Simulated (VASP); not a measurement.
Runs of VASP 6.6.1 on BeAs2. All rows change the cell; the cell of one of them follows. Symmetry: F-43m, No. 216, cubic system. Conventional cell: a = 6.134 Å, b = 6.134 Å, c = 6.134 Å, α = 90.00°, β = 90.00°, γ = 90.00°. Be (site symmetry -43m) has 4 As at 2.66 Å as nearest neighbours. Around As (site symmetry -43m) lie 4 As at 2.66 Å. As (site symmetry -43m) is surrounded by 4 As at 2.66 Å and 4 Be at 2.66 Å. The cell was built by a generator and needn't be a form met in nature.

```csv
task,cell,k mesh,cutoff (eV),gap on the mesh (eV),pressure (GPa),relaxed volume (Å³/atom)
relaxation of cell and atoms,"relaxed from: random cell by space group and Wyckoff sites (F-43m, No. 216)",14 × 14 × 14,600,none,0.0,19.18
single point,"random cell by space group and Wyckoff sites (F-43m, No. 216)",6 × 6 × 6,520,none,0.3,-
relaxation of cell and atoms,"relaxed from: random cell by space group and Wyckoff sites (F-43m, No. 216)",6 × 6 × 6,600,none,0.0,(a)
single point,"random cell by space group and Wyckoff sites (F-43m, No. 216)",14 × 14 × 14,520,none,0.2,-
```

Alike in all rows: level PBE; potentials or basis VASP PAW PBE potentials, release 64 (Be, As); no spin polarisation; smearing gaussian 0.1 eV.

**Question.** Estimate the missing entries.

**Answer.** (a) 19.32.

A k mesh can miss the band edges, and the runs leave out spin-orbit coupling on As.

A gap of «none» marks a metal or a gap under the smearing width.
